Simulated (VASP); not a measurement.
# SiC with PBE: from relaxation to properties, part 4 of 6

What structure does SiC take at this level, and what are its properties? The start is a cell from a database of measured crystal structures.

VASP 6.6.1; PBE; plane waves and PAW (Si, C).

So far, gap on the k-mesh (eV): step 2 (full relaxation (PBE)) 1.78; step 6 (total and projected DOS (PBE)) 1.78.

## (7) Electric field gradients (PBE)

Field gradients probe how far the charge around each nucleus departs from cubic symmetry; LASPH keeps the non-spherical terms inside the spheres.

File INCAR:

```
SYSTEM = SiC
PREC = Accurate
ENCUT = 520
EDIFF = 1E-07
NELM = 100
ISMEAR = 0
SIGMA = 0.05
LREAL = .FALSE.
ALGO = Normal
GGA = PE
NBANDS = 48
LORBIT = 11
LWAVE = .FALSE.
LCHARG = .FALSE.
KPAR = 8
LEFG = .TRUE.
LASPH = .TRUE.
```

File POSCAR:

```
SiC
1.0
    3.0951883398      0.0000000000      0.0000000000
   -1.5475941699      2.6805117318      0.0000000000
    0.0000000000      0.0000000000     20.2424600926
Si C
8 8
Direct
    0.3333333333      0.6666666667      0.2501058413
    0.6666666667      0.3333333333      0.7501058413
    0.3333333333      0.6666666667      0.6250128476
    0.6666666667      0.3333333333      0.1250128476
    0.0000000000      0.0000000000      0.0000970167
    0.0000000000      0.0000000000      0.5000970167
    0.3333333333      0.6666666667      0.8751755169
    0.6666666667      0.3333333333      0.3751755169
    0.3333333333      0.6666666667      0.9688982207
    0.6666666667      0.3333333333      0.4688982207
    0.0000000000      0.0000000000      0.0938727303
    0.0000000000      0.0000000000      0.5938727303
    0.3333333333      0.6666666667      0.3441112040
    0.6666666667      0.3333333333      0.8441112040
    0.3333333333      0.6666666667      0.7187266224
    0.6666666667      0.3333333333      0.2187266224
```

File KPOINTS:

```
Automatic mesh
0
Gamma
8 8 2
0 0 0
```

PAW data sets: Si and C (PBE family, release 64).

Started as:

```sh
> mpirun -np 8 vasp_std
```

Output:

```text
[... set-up lines as in an earlier step ...]
 entering main loop
       N       E                     dE             d eps       ncg     rms          rms(c)
[... 5 cycles as in an earlier step ...]
DAV:   6    -0.120844058045E+03    0.14168E+02   -0.42118E+01  2400   0.207E+01    0.109E+01
DAV:   7    -0.120555933135E+03    0.28812E+00   -0.42790E+00  2544   0.677E+00    0.470E+00
DAV:   8    -0.120496932088E+03    0.59001E-01   -0.27434E-01  2320   0.180E+00    0.152E+00
DAV:   9    -0.120490349620E+03    0.65825E-02   -0.40902E-02  2384   0.807E-01    0.209E-01
DAV:  10    -0.120491287583E+03   -0.93796E-03   -0.32142E-03  2440   0.210E-01    0.111E-01
DAV:  11    -0.120491497008E+03   -0.20942E-03   -0.43844E-04  2288   0.996E-02    0.232E-02
DAV:  12    -0.120491499300E+03   -0.22917E-05   -0.18148E-05  2488   0.171E-02    0.104E-02
DAV:  13    -0.120491501335E+03   -0.20347E-05   -0.20169E-06  2352   0.579E-03    0.255E-03
DAV:  14    -0.120491501885E+03   -0.55010E-06   -0.95011E-08  1712   0.170E-03    0.137E-03
DAV:  15    -0.120491502175E+03   -0.29005E-06   -0.14931E-07  1632   0.168E-03    0.593E-04
DAV:  16    -0.120491502207E+03   -0.32085E-07   -0.14141E-08  1432   0.680E-04
ion   1
     0.0000000     0.0000000    -0.0000000     0.0129555     0.0000000    -0.0000000
     0.0000353     0.0000000    -0.0000000     0.0129555     0.0000000    -0.0000000
     0.0000487     0.0000000    -0.0000000     0.0129555     0.0000000    -0.0000000
     0.0000670     0.0000000    -0.0000000     0.0129555     0.0000000    -0.0000000
     0.0000923     0.0000000    -0.0000000     0.0129555     0.0000000    -0.0000000

     0.0000000     0.0000000    -0.0000000     0.7284751     0.0000000    -0.0000000
     0.0000353     0.0000000    -0.0000000     0.7284737     0.0000000    -0.0000000
     0.0000487     0.0000000    -0.0000000     0.7284729     0.0000000    -0.0000000
     0.0000670     0.0000000    -0.0000000     0.7284715     0.0000000    -0.0000000
     0.0000923     0.0000000    -0.0000000     0.7284692     0.0000000    -0.0000000

ion   2
     0.0000000     0.0000000    -0.0000000     0.0129555    -0.0000000    -0.0000000
     0.0000353     0.0000000    -0.0000000     0.0129555    -0.0000000    -0.0000000
     0.0000487     0.0000000    -0.0000000     0.0129555    -0.0000000    -0.0000000
     0.0000670     0.0000000    -0.0000000     0.0129555    -0.0000000    -0.0000000
     0.0000923     0.0000000    -0.0000000     0.0129555    -0.0000000    -0.0000000

     0.0000000     0.0000000    -0.0000000     0.7284751    -0.0000000    -0.0000000
     0.0000353     0.0000000    -0.0000000     0.7284737    -0.0000000    -0.0000000
     0.0000487     0.0000000    -0.0000000     0.7284729    -0.0000000    -0.0000000
     0.0000670     0.0000000    -0.0000000     0.7284715    -0.0000000    -0.0000000
     0.0000923     0.0000000    -0.0000000     0.7284692    -0.0000000    -0.0000000

ion   3
     0.0000000     0.0000000     0.0000000    -0.0823939    -0.0000000    -0.0000000
     0.0000353     0.0000000     0.0000000    -0.0823939    -0.0000000    -0.0000000
     0.0000487     0.0000000     0.0000000    -0.0823939    -0.0000000    -0.0000000
     0.0000670     0.0000000     0.0000000    -0.0823939    -0.0000000    -0.0000000
     0.0000923     0.0000000     0.0000000    -0.0823939    -0.0000000    -0.0000000

     0.0000000     0.0000000     0.0000000    -1.2261709    -0.0000000    -0.0000000
     0.0000353     0.0000000     0.0000000    -1.2261688    -0.0000000    -0.0000000
     0.0000487     0.0000000     0.0000000    -1.2261675    -0.0000000    -0.0000000
     0.0000670     0.0000000     0.0000000    -1.2261653    -0.0000000    -0.0000000
     0.0000923     0.0000000     0.0000000    -1.2261616    -0.0000000    -0.0000000

ion   4
     0.0000000     0.0000000     0.0000000    -0.0823939     0.0000000    -0.0000000
     0.0000353     0.0000000     0.0000000    -0.0823939     0.0000000    -0.0000000
     0.0000487     0.0000000     0.0000000    -0.0823939     0.0000000    -0.0000000
     0.0000670     0.0000000     0.0000000    -0.0823939     0.0000000    -0.0000000
     0.0000923     0.0000000     0.0000000    -0.0823939     0.0000000    -0.0000000

     0.0000000    -0.0000000     0.0000000    -1.2261709     0.0000000    -0.0000000
     0.0000353    -0.0000000     0.0000000    -1.2261688     0.0000000    -0.0000000
     0.0000487    -0.0000000     0.0000000    -1.2261675     0.0000000    -0.0000000
     0.0000670    -0.0000000     0.0000000    -1.2261653     0.0000000    -0.0000000
     0.0000923    -0.0000000     0.0000000    -1.2261616     0.0000000    -0.0000000

ion   5
     0.0000000     0.0000000    -0.0000000    -0.0680583    -0.0000000    -0.0000000
     0.0000353     0.0000000    -0.0000000    -0.0680583    -0.0000000    -0.0000000
     0.0000487     0.0000000    -0.0000000    -0.0680583    -0.0000000    -0.0000000
     0.0000670     0.0000000    -0.0000000    -0.0680583    -0.0000000    -0.0000000
     0.0000923     0.0000000    -0.0000000    -0.0680583    -0.0000000    -0.0000000

     0.0000000     0.0000000    -0.0000000    -0.9350467    -0.0000000    -0.0000000
     0.0000353     0.0000000    -0.0000000    -0.9350451    -0.0000000    -0.0000000
     0.0000487     0.0000000    -0.0000000    -0.9350441    -0.0000000    -0.0000000
     0.0000670     0.0000000    -0.0000000    -0.9350424    -0.0000000    -0.0000000
     0.0000923     0.0000000    -0.0000000    -0.9350397    -0.0000000    -0.0000000

ion   6
     0.0000000     0.0000000     0.0000000    -0.0680583    -0.0000000    -0.0000000
     0.0000353     0.0000000     0.0000000    -0.0680583    -0.0000000    -0.0000000
     0.0000487     0.0000000     0.0000000    -0.0680583    -0.0000000    -0.0000000
     0.0000670     0.0000000     0.0000000    -0.0680583    -0.0000000    -0.0000000
     0.0000923     0.0000000     0.0000000    -0.0680583    -0.0000000    -0.0000000

     0.0000000     0.0000000     0.0000000    -0.9350467    -0.0000000    -0.0000000
     0.0000353     0.0000000     0.0000000    -0.9350451    -0.0000000    -0.0000000
     0.0000487     0.0000000     0.0000000    -0.9350441    -0.0000000    -0.0000000
     0.0000670     0.0000000     0.0000000    -0.9350424    -0.0000000    -0.0000000
     0.0000923     0.0000000     0.0000000    -0.9350397    -0.0000000    -0.0000000

ion   7
     0.0000000     0.0000000     0.0000000    -0.1353372    -0.0000000    -0.0000000
     0.0000353     0.0000000     0.0000000    -0.1353372    -0.0000000    -0.0000000
     0.0000487     0.0000000     0.0000000    -0.1353372    -0.0000000    -0.0000000
     0.0000670     0.0000000     0.0000000    -0.1353372    -0.0000000    -0.0000000
[...]
0.0000000     0.0000000     0.0000000    -1.5384282    -0.0000000    -0.0000000
     0.0000353     0.0000000     0.0000000    -1.5384256    -0.0000000    -0.0000000
     0.0000487     0.0000000     0.0000000    -1.5384240    -0.0000000    -0.0000000
     0.0000670     0.0000000     0.0000000    -1.5384213    -0.0000000    -0.0000000
     0.0000923     0.0000000     0.0000000    -1.5384169    -0.0000000    -0.0000000

ion   8
     0.0000000     0.0000000    -0.0000000    -0.1353372     0.0000000    -0.0000000
     0.0000353     0.0000000    -0.0000000    -0.1353372     0.0000000    -0.0000000
     0.0000487     0.0000000    -0.0000000    -0.1353372     0.0000000    -0.0000000
     0.0000670     0.0000000    -0.0000000    -0.1353372     0.0000000    -0.0000000
     0.0000923     0.0000000    -0.0000000    -0.1353372     0.0000000    -0.0000000

     0.0000000     0.0000000    -0.0000000    -1.5384282     0.0000000    -0.0000000
     0.0000353     0.0000000    -0.0000000    -1.5384256     0.0000000    -0.0000000
     0.0000487     0.0000000    -0.0000000    -1.5384240     0.0000000    -0.0000000
     0.0000670     0.0000000    -0.0000000    -1.5384213     0.0000000    -0.0000000
     0.0000923     0.0000000    -0.0000000    -1.5384169     0.0000000    -0.0000000

ion   9
     0.0000000     0.0000000    -0.0000000    -0.0903811     0.0000000    -0.0000000
     0.0000266     0.0000000    -0.0000000    -0.0903811     0.0000000    -0.0000000
     0.0000367     0.0000000    -0.0000000    -0.0903811     0.0000000    -0.0000000
     0.0000505     0.0000000    -0.0000000    -0.0903811     0.0000000    -0.0000000
     0.0000695     0.0000000    -0.0000000    -0.0903811     0.0000000    -0.0000000

     0.0000000     0.0000000    -0.0000000    -0.1509947     0.0000000    -0.0000000
     0.0000266     0.0000000    -0.0000000    -0.1509947     0.0000000    -0.0000000
     0.0000367     0.0000000    -0.0000000    -0.1509947     0.0000000    -0.0000000
     0.0000505     0.0000000    -0.0000000    -0.1509947     0.0000000    -0.0000000
     0.0000695     0.0000000    -0.0000000    -0.1509947     0.0000000    -0.0000000

ion  10
     0.0000000     0.0000000     0.0000000    -0.0903811     0.0000000    -0.0000000
     0.0000266     0.0000000     0.0000000    -0.0903811     0.0000000    -0.0000000
     0.0000367     0.0000000     0.0000000    -0.0903811     0.0000000    -0.0000000
     0.0000505     0.0000000     0.0000000    -0.0903811     0.0000000    -0.0000000
     0.0000695     0.0000000     0.0000000    -0.0903811     0.0000000    -0.0000000

     0.0000000     0.0000000     0.0000000    -0.1509947     0.0000000    -0.0000000
     0.0000266     0.0000000     0.0000000    -0.1509947     0.0000000    -0.0000000
     0.0000367     0.0000000     0.0000000    -0.1509947     0.0000000    -0.0000000
     0.0000505     0.0000000     0.0000000    -0.1509947     0.0000000    -0.0000000
     0.0000695     0.0000000     0.0000000    -0.1509947     0.0000000    -0.0000000

ion  11
     0.0000000     0.0000000     0.0000000    -0.1081389     0.0000000    -0.0000000
     0.0000266     0.0000000     0.0000000    -0.1081389     0.0000000    -0.0000000
     0.0000367     0.0000000     0.0000000    -0.1081389     0.0000000    -0.0000000
     0.0000505     0.0000000     0.0000000    -0.1081389     0.0000000    -0.0000000
     0.0000695     0.0000000     0.0000000    -0.1081389     0.0000000    -0.0000000

     0.0000000     0.0000000     0.0000000    -0.1726240     0.0000000    -0.0000000
     0.0000266     0.0000000     0.0000000    -0.1726240     0.0000000    -0.0000000
     0.0000367     0.0000000     0.0000000    -0.1726240     0.0000000    -0.0000000
     0.0000505     0.0000000     0.0000000    -0.1726240     0.0000000    -0.0000000
     0.0000695     0.0000000     0.0000000    -0.1726240     0.0000000    -0.0000000

ion  12
     0.0000000     0.0000000    -0.0000000    -0.1081389    -0.0000000    -0.0000000
     0.0000266     0.0000000    -0.0000000    -0.1081389    -0.0000000    -0.0000000
     0.0000367     0.0000000    -0.0000000    -0.1081389    -0.0000000    -0.0000000
     0.0000505     0.0000000    -0.0000000    -0.1081389    -0.0000000    -0.0000000
     0.0000695     0.0000000    -0.0000000    -0.1081389    -0.0000000    -0.0000000

     0.0000000     0.0000000    -0.0000000    -0.1726240    -0.0000000    -0.0000000
     0.0000266     0.0000000    -0.0000000    -0.1726240    -0.0000000    -0.0000000
     0.0000367     0.0000000    -0.0000000    -0.1726240    -0.0000000    -0.0000000
     0.0000505     0.0000000    -0.0000000    -0.1726240    -0.0000000    -0.0000000
     0.0000695     0.0000000    -0.0000000    -0.1726240    -0.0000000    -0.0000000

ion  13
     0.0000000     0.0000000    -0.0000000    -1.0695202     0.0000000    -0.0000000
     0.0000266     0.0000000    -0.0000000    -1.0695202     0.0000000    -0.0000000
     0.0000367     0.0000000    -0.0000000    -1.0695202     0.0000000    -0.0000000
     0.0000505     0.0000000    -0.0000000    -1.0695202     0.0000000    -0.0000000
     0.0000695     0.0000000    -0.0000000    -1.0695202     0.0000000    -0.0000000

     0.0000000     0.0000000    -0.0000000    -1.7781429     0.0000000    -0.0000000
     0.0000266     0.0000000    -0.0000000    -1.7781427     0.0000000    -0.0000000
     0.0000367     0.0000000    -0.0000000    -1.7781426     0.0000000    -0.0000000
     0.0000505     0.0000000    -0.0000000    -1.7781424     0.0000000    -0.0000000
     0.0000695     0.0000000    -0.0000000    -1.7781421     0.0000000    -0.0000000

ion  14
     0.0000000     0.0000000     0.0000000    -1.0695202    -0.0000000    -0.0000000
     0.0000266     0.0000000     0.0000000    -1.0695202    -0.0000000    -0.0000000
     0.0000367     0.0000000     0.0000000    -1.0695202    -0.0000000    -0.0000000
     0.0000505     0.0000000     0.0000000    -1.0695202    -0.0000000    -0.0000000
     0.0000695     0.0000000     0.0000000    -1.0695202    -0.0000000    -0.0000000

     0.0000000     0.0000000     0.0000000    -1.7781429    -0.0000000    -0.0000000
     0.0000266     0.0000000     0.0000000    -1.7781427    -0.0000000    -0.0000000
     0.0000367     0.0000000     0.0000000    -1.7781426    -0.0000000    -0.0000000
     0.0000505     0.0000000     0.0000000    -1.7781424    -0.0000000    -0.0000000
     0.0000695     0.0000000     0.0000000    -1.7781421    -0.0000000    -0.0000000

ion  15
     0.0000000     0.0000000    -0.0000000    -0.2115600     0.0000000    -0.0000000
     0.0000266     0.0000000    -0.0000000    -0.2115600     0.0000000    -0.0000000
     0.0000367     0.0000000    -0.0000000    -0.2115600     0.0000000    -0.0000000
     0.0000505     0.0000000    -0.0000000    -0.2115600     0.0000000    -0.0000000
     0.0000695     0.0000000    -0.0000000    -0.2115600     0.0000000    -0.0000000

     0.0000000     0.0000000    -0.0000000    -0.3652525     0.0000000    -0.0000000
     0.0000266     0.0000000    -0.0000000    -0.3652525     0.0000000    -0.0000000
     0.0000367     0.0000000    -0.0000000    -0.3652524     0.0000000    -0.0000000
     0.0000505     0.0000000    -0.0000000    -0.3652524     0.0000000    -0.0000000
     0.0000695     0.0000000    -0.0000000    -0.3652523     0.0000000    -0.0000000

ion  16
     0.0000000     0.0000000     0.0000000    -0.2115600    -0.0000000    -0.0000000
     0.0000266     0.0000000     0.0000000    -0.2115600    -0.0000000    -0.0000000
     0.0000367     0.0000000     0.0000000    -0.2115600    -0.0000000    -0.0000000
     0.0000505     0.0000000     0.0000000    -0.2115600    -0.0000000    -0.0000000
     0.0000695     0.0000000     0.0000000    -0.2115600    -0.0000000    -0.0000000

     0.0000000     0.0000000     0.0000000    -0.3652525    -0.0000000    -0.0000000
     0.0000266     0.0000000     0.0000000    -0.3652525    -0.0000000    -0.0000000
     0.0000367     0.0000000     0.0000000    -0.3652524    -0.0000000    -0.0000000
     0.0000505     0.0000000     0.0000000    -0.3652524    -0.0000000    -0.0000000
     0.0000695     0.0000000     0.0000000    -0.3652523    -0.0000000    -0.0000000

   1 F= -.12049150E+03 E0= -.12049150E+03  d E =-.437341E-12
```

Wall time 30 s (8 MPI ranks of AMD EPYC 9R14 (Zen 4), shared host); peak memory 2.9 GiB; 3.5 min of CPU time.

Parts of OUTCAR (step 7):

```text
   NELECT =      64.0000    total number of electrons

 E-fermi :   8.2091

 k-point     1 :       0.0000    0.0000    0.0000
  band No.  band energies     occupation
    ...
     28       7.8051      2.00000
     29       7.8051      2.00000
     30       7.9521      2.00000
     31       7.9814      2.00000
     32       7.9814      2.00000
     33      13.0675      0.00000
     34      13.1319      0.00000
     35      13.4578      0.00000
     36      13.7207      0.00000
     37      13.9167      0.00000
    ...

  Total        0.0095899      0.0095899     -0.0038247     -0.0000000      0.0000000      0.0000000
  in kB        0.0914867      0.0914867     -0.0364867     -0.0000000      0.0000000      0.0000000
  external PRESSURE =       0.0488289 kB  Pullay stress =       0.0000000 kB

 POSITION                                       TOTAL-FORCE (eV/Angst)
 -----------------------------------------------------------------------------------
     -0.00000      1.78701      5.06276        -0.000000      0.000000     -0.002828
      1.54759      0.89350     15.18399         0.000000     -0.000000     -0.002828
     -0.00000      1.78701     12.65180        -0.000000      0.000000     -0.007561
      1.54759      0.89350      2.53057         0.000000      0.000000     -0.007561
      0.00000      0.00000      0.00196        -0.000000      0.000000     -0.002912
      0.00000      0.00000     10.12319         0.000000      0.000000     -0.002912
     -0.00000      1.78701     17.71571        -0.000000     -0.000000     -0.000219
      1.54759      0.89350      7.59448         0.000000      0.000000     -0.000219
     -0.00000      1.78701     19.61288        -0.000000     -0.000000      0.009680
      1.54759      0.89350      9.49165         0.000000      0.000000      0.009680
      0.00000      0.00000      1.90021         0.000000      0.000000     -0.003238
      0.00000      0.00000     12.02145        -0.000000      0.000000     -0.003238
     -0.00000      1.78701      6.96566        -0.000000      0.000000      0.000159
      1.54759      0.89350     17.08689         0.000000     -0.000000      0.000159
     -0.00000      1.78701     14.54879         0.000000     -0.000000      0.006920
      1.54759      0.89350      4.42756        -0.000000      0.000000      0.006920
 -----------------------------------------------------------------------------------
    total drift:                               -0.000000     -0.000000      0.000894

  FREE ENERGIE OF THE ION-ELECTRON SYSTEM (eV)
  ---------------------------------------------------
  free  energy   TOTEN  =      -120.4915022068 eV

  energy  without entropy=     -120.4915022068  energy(sigma->0) =     -120.49150221

 Electric field gradients after diagonalization (V/A^2)
 (convention: |V_zz| > |V_xx| > |V_yy|)
----------------------------------------------------------------------
 ion       V_xx      V_yy      V_zz     asymmetry (V_yy - V_xx)/ V_zz
----------------------------------------------------------------------
   1       0.453     0.452    -0.905       0.000
   2       0.453     0.452    -0.905       0.000
   3      -0.787    -0.787     1.573       0.000
   4      -0.787    -0.787     1.573       0.000
   5      -0.595    -0.595     1.190       0.000
   6      -0.595    -0.595     1.190       0.000
   7      -1.020    -1.020     2.040       0.000
   8      -1.020    -1.020     2.040       0.000
   9      -0.079    -0.078     0.157       0.004
  10      -0.079    -0.078     0.157       0.004
  11      -0.086    -0.085     0.171       0.003
  12      -0.086    -0.085     0.171       0.003
  13      -1.056    -1.055     2.111       0.000
  14      -1.056    -1.055     2.111       0.000
  15      -0.245    -0.244     0.489       0.001
  16      -0.245    -0.244     0.489       0.001
----------------------------------------------------------------------

[... 10 parts as in an earlier step ...]

[... 7 further parts left out ...]
```

Numbers from this step:

```yaml
scf_cycles: 16
bands: 48
irreducible_k_points: 20
free_energy_toten: -120.4915 eV
fermi_energy: 8.209 eV
pressure: 0.004883 GPa
```

Electric field gradients, by row:

| atom | Vxx (V/Å²) | Vyy (V/Å²) | Vzz (V/Å²) | asymmetry |
| --- | --- | --- | --- | --- |
| Si1 | 0.453 | 0.452 | -0.905 | 0 |
| Si2 | 0.453 | 0.452 | -0.905 | 0 |
| Si3 | -0.787 | -0.787 | 1.573 | 0 |
| Si4 | -0.787 | -0.787 | 1.573 | 0 |
| Si5 | -0.595 | -0.595 | 1.19 | 0 |
| Si6 | -0.595 | -0.595 | 1.19 | 0 |
| Si7 | -1.02 | -1.02 | 2.04 | 0 |
| Si8 | -1.02 | -1.02 | 2.04 | 0 |
| C9 | -0.079 | -0.078 | 0.157 | 0.004 |
| C10 | -0.079 | -0.078 | 0.157 | 0.004 |
| C11 | -0.086 | -0.085 | 0.171 | 0.003 |
| C12 | -0.086 | -0.085 | 0.171 | 0.003 |
| C13 | -1.056 | -1.055 | 2.111 | 0 |
| C14 | -1.056 | -1.055 | 2.111 | 0 |
| C15 | -0.245 | -0.244 | 0.489 | 0.001 |
| C16 | -0.245 | -0.244 | 0.489 | 0.001 |

The largest gradient, 2.11 V/Å², sits on C13 and like sites; the stable nuclei of C have no quadrupole moment in their ground state, so NMR and NQR don't see it.

(Part 4 of 6 ends here.)

[Lines on the potential files, build, host, timing and source positions are cut from VASP's logs without a mark.]

[Logs are printed without paths, hosts, clocks, repeated set-up lines and the standing remarks that a program may print on its own settings, such as how far it seeks lower states.]

[Hosts, paths, dates, database ids (printed as entryN), source tags and the programs' standing remarks are cut or masked in the printed files.]

[A measured line is paired with the nearest computed mode of its activity, which favours agreement.]

[In band tables of VASP the shares of atoms and orbitals are scaled to a sum of 1 inside the atoms' spheres.]
